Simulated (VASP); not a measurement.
An input for Quantum ESPRESSO's pw.x (written as the equivalent of a VASP run, and not itself run):

```
&CONTROL
  calculation = 'vc-relax'
  pseudo_dir = './pseudo'
  outdir = './out'
  tprnfor = .true.
  tstress = .true.
  nstep = 40
  forc_conv_thr = 0.00078
/
&SYSTEM
  ibrav = 0
  nat = 3
  ntyp = 2
  ecutwfc = 84
  occupations = 'smearing'
  smearing = 'methfessel-paxton'
  degauss = 0.00735
  input_dft = 'pbe'
/
&ELECTRONS
  conv_thr = 7.3e-08
  electron_maxstep = 100
/
&IONS
/
&CELL
  press = 450
/
ATOMIC_SPECIES
  Ti 47.867 Ti.upf
  S 32.060 S.upf
CELL_PARAMETERS angstrom
     1.5011289   -2.6000358    0.0000000
     1.5011289    2.6000358   -0.0000000
     0.0000000    0.0000000    4.9102720
ATOMIC_POSITIONS crystal
  Ti   1.0000000  0.0000000  0.0000000
  S    0.3333330  0.6666670  0.3032338
  S    0.6666670  0.3333330  0.6967662
K_POINTS automatic
  12 12 6 0 0 0
```

Problem. Write the VASP files for the same calculation (PBE).

Solution. Several could match; the one computed here: 
**POSCAR**
```
TiS2
1.0
  1.5011288642  -2.6000357931   0.0000000000
  1.5011288642   2.6000357931   0.0000000000
  0.0000000000   0.0000000000   4.9102720327
Ti S
1 2
Cart
  1.5011288642  -2.6000357931   0.0000000000
  1.5011288642   0.8666803311   1.4889605825
  1.5011288642  -0.8666803311   3.4213114502
```

### KPOINTS
```
Automatic mesh
0
Gamma
12 12 6
0 0 0
```

INCAR:
```
PREC  =  Accurate
SYSTEM  =  TiS2
GGA  =  PE
LCHARG  =  F
NELM  =  100   # most electronic steps
LREAL  =  F   # projection in real space or not
EDIFFG  =  -0.02   # ionic stop
LMAXMIX  =  4
LWAVE  =  F
ENCUT  =  500   # plane-wave cut-off (eV)
LASPH  =  T   # aspherical one-centre terms
PSTRESS  =  450   # kbar
NSW  =  40   # most ionic steps
ALGO  =  Normal   # blocked Davidson
ISIF  =  3
IBRION  =  2   # conjugate gradients
ISMEAR  =  1   # Methfessel-Paxton
EDIFF  =  1E-6   # SCF stop (eV)
SIGMA  =  0.1   # width (eV)
```

POTCAR, in this order: Ti_sv S (PBE.64 set). Program: vasp_std.

Limits of the translation: the potentials are each code's own (VASP's PAW set, PseudoDojo norm-conserving files in pw.x), so ENCUT and ecutwfc are chosen apart and not converted; conv_thr bounds pw.x's estimated SCF error, while EDIFF bounds the energy change between steps; forc_conv_thr acts on force components and is met together with etot_conv_thr.

The compound is TiS2 in the 1T layered structure. This run relaxes it under an external pressure of 45 GPa. Symmetry was kept, so distortions that lower it aren't found.
